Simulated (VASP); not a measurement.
An input for Quantum ESPRESSO's pw.x (written as the equivalent of a VASP run, and not itself run):

```
&CONTROL
  calculation = 'vc-relax'
  pseudo_dir = './pseudo'
  outdir = './out'
  tprnfor = .true.
  tstress = .true.
  nstep = 30
  forc_conv_thr = 0.00039
/
&SYSTEM
  ibrav = 0
  nat = 4
  ntyp = 2
  ecutwfc = 84
  occupations = 'smearing'
  smearing = 'gaussian'
  degauss = 0.003675
  input_dft = 'vdw-df-obk8'
/
&ELECTRONS
  conv_thr = 7.3e-09
  electron_maxstep = 100
/
&IONS
/
&CELL
  cell_dofree = 'shape'
/
ATOMIC_SPECIES
  Zn 65.380 Zn.upf
  O 15.999 O.upf
CELL_PARAMETERS angstrom
     1.6656228   -2.8849438    0.0000000
     1.6656228    2.8849438    0.0000000
     0.0000000    0.0000000    5.3908444
ATOMIC_POSITIONS crystal
  Zn   0.6666670  0.3333330  0.5018533
  Zn   0.3333330  0.6666670  0.0018533
  O    0.6666670  0.3333330  0.8801467
  O    0.3333330  0.6666670  0.3801467
K_POINTS automatic
  8 8 4 0 0 0
```

Q: Translate this input to VASP (INCAR, KPOINTS, POSCAR, choice of POTCAR).

A: This is not unique; one that fits is 
File KPOINTS:
```
Automatic
0
G
 8 8 4
```

### POSCAR
```
ZnO
1
    1.6656227983    -2.8849437661     0.0000000000
    1.6656227983     2.8849437661     0.0000000000
    0.0000000000     0.0000000000     5.3908443987
Zn O
2 2
Direct
  0.6666670000   0.3333330000   0.5018532842
  0.3333330000   0.6666670000   0.0018532842
  0.6666670000   0.3333330000   0.8801467158
  0.3333330000   0.6666670000   0.3801467158
```

INCAR:
```
ENCUT=520   # plane-wave cut-off (eV)
PARAM1=0.1833333333
NSW=30   # most ionic steps
GGA=BO
LASPH=.TRUE.   # aspherical one-centre terms
ISIF=4
EDIFFG=-0.01
SIGMA=0.05   # width (eV)
ISMEAR=0   # Gaussian
ALGO=Normal   # blocked Davidson
SYSTEM=ZnO
PARAM2=0.22
LCHARG=.FALSE.
LMAXMIX=4   # l cut-off of mixed one-centre charges
NELM=100   # most electronic steps
LREAL=.FALSE.   # projection in real space or not
LUSE_VDW=.TRUE.
EDIFF=1E-7
IBRION=2
AGGAC=0.0
LWAVE=.FALSE.
PREC=Accurate
```

POTCAR, in this order: Zn O (PBE.64 set). Program: vasp_std.

The two are equivalent in intent, not identical: the potentials are each code's own (VASP's PAW set, PseudoDojo norm-conserving files in pw.x), so ENCUT and ecutwfc are chosen apart and not converted; conv_thr bounds pw.x's estimated SCF error, while EDIFF bounds the energy change between steps; forc_conv_thr acts on force components and is met together with etot_conv_thr.

The compound is ZnO in the wurtzite structure. This cell is one point of a volume scan, at 1.06 of the reference volume.
